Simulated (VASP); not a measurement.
Runs of VASP 6.6.1 on OCSeSbH. The cell holds a molecule in a box, 5 atoms: a = 12.000 Å, b = 13.000 Å, c = 11.000 Å, α = 90.00°, β = 90.00°, γ = 90.00°. 

```tsv
task	level	potentials or basis	cell	cutoff (eV)	grid for exact exchange (PRECFOCK)	exchange at q = 0	gap on the mesh (eV)	largest force (eV/Å)
relaxation of the atoms	PBE	VASP PAW PBE potentials, release 64 (O, C, Se, Sb, H)	atoms relaxed from: atoms moved at random, drawn with an rms of 0.02 Å	520	-	-	2.39	0.01
single point	PBE	VASP PAW PBE potentials, release 64 (O, C, Se, Sb, H)	as given	520	-	-	2.48	2.01
atomic charges	PBE+TS	VASP PAW PBE potentials, release 64 (O, C, Se, Sb, H)	as given	520	-	-	2.48	(a)
single point	PBE0+TS	VASP PAW PBE potentials, release 64 (O_s, C_s, Se, Sb, H_s)	as given	400	Fast	default	4.20	3.99
electron localisation function	PBE	VASP PAW PBE potentials, release 64 (O, C, Se, Sb, H)	as given	520	-	-	2.48	2.01
single point	PBE	VASP PAW PBE potentials, release 64 (O, C, Se, Sb, H)	atoms moved at random, drawn with an rms of 0.05 Å	520	-	-	2.30	2.51
single point	RPBE	VASP PAW PBE potentials, release 64 (O, C, Se, Sb, H)	as given	520	-	-	2.48	2.47
single point	PBE0	VASP PAW PBE potentials, release 64 (O_h, C_h, Se, Sb, H_h)	as given	900	Normal	truncated	(b)	0.11
```

Alike in all rows: no spin polarisation; k mesh 1 × 1 × 1; smearing gaussian 0.01 eV.

Question: Estimate the missing entries.

Answer: (a) 2.03; (b) 4.16.

Caveats: spin-orbit coupling is left out, which moves the levels of the heavy elements; the standard files for N, O and F lose accuracy on very short bonds (some runs); the PAW data sets were made with another functional, which shifts forces and pressure a little (some runs).

A k mesh can miss the band edges, and the runs leave out spin-orbit coupling on Sb, Se.
